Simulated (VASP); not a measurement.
VASP input:

**POSCAR**
```
SnO
1
    3.3195419886     0.0000000000     0.0000000000
    0.0000000000     5.7011499014     0.0000000000
    0.0000000000     0.0000000000     3.8137393448
Sn O
2 2
Direct
  0.0000000000   0.2356434178   0.5317366640
  0.5000000000   0.7643565822   0.0317366640
  0.0000000000   0.8820132740   0.7182633360
  0.5000000000   0.1179867260   0.2182633360
```

### INCAR
```
# general
SYSTEM   =  SnO
PREC     =  Accurate
ENCUT    =  520   # plane-wave cut-off (eV)
LREAL    =  .False.   # projection in real space or not
LASPH    =  .True.   # aspherical one-centre terms

# electronic loop
EDIFF    =  1E-6   # SCF stop (eV)
NELM     =  100
ALGO     =  Normal   # blocked Davidson
LMAXMIX  =  4   # l cut-off of mixed one-centre charges

# smearing
ISMEAR   =  0
SIGMA    =  0.05

# functional
GGA      =  PS

# ions
IBRION   =  2   # conjugate gradients
NSW      =  60   # most ionic steps
ISIF     =  3   # ions, shape and volume
EDIFFG   =  -0.02

# output
LWAVE    =  .False.
LCHARG   =  .False.
```

KPOINTS:
```
Automatic mesh
0
Gamma
6 4 5
0 0 0
```

POTCAR, in this order: Sn_d O (PBE.64 set). Program: vasp_std.

### Question
Translate this PBEsol calculation to Ansatz.

### Answer
One equivalent input (not run):
Ansatz 0.2 input:
```yaml
crystal:
  lattice:
    - [3.3195420, 0.0000000, 0.0000000]
    - [0.0000000, 5.7011499, 0.0000000]
    - [0.0000000, 0.0000000, 3.8137393]
  atoms:
    - { symbol: Sn, position: [0.0000000, 0.2356434, 0.5317367] }
    - { symbol: Sn, position: [0.5000000, 0.7643566, 0.0317367] }
    - { symbol: O, position: [0.0000000, 0.8820133, 0.7182633] }
    - { symbol: O, position: [0.5000000, 0.1179867, 0.2182633] }
kpoints:
  mp_grid: { grid: [6, 4, 5] }
hamiltonian:
  xc: pbesol
  pseudopotentials: { kind: paw }
scf:
  occupations: { method: gaussian, width: 0.05 }
  max_iter: 100
relax:
  max_steps: 60
  f_tol: 0.02
  cell: {}
output: { forces: true, stress: true, eigenvalues: true }
```
Limits of the translation: each code has its own PAW files, so the cut-off isn't converted (ENCUT is set for VASP's; basis.ecutwfc is left out, and Ansatz then takes the one that its files recommend); Ansatz stops its SCF on the density residual and VASP on the energy change (EDIFF).

The structure comes from a computed database's SnO entry (Pmn2_1); how it stands against other phases isn't given here. It was relaxed first, which changed the volume by -10 %. The start is the result of an earlier pass.
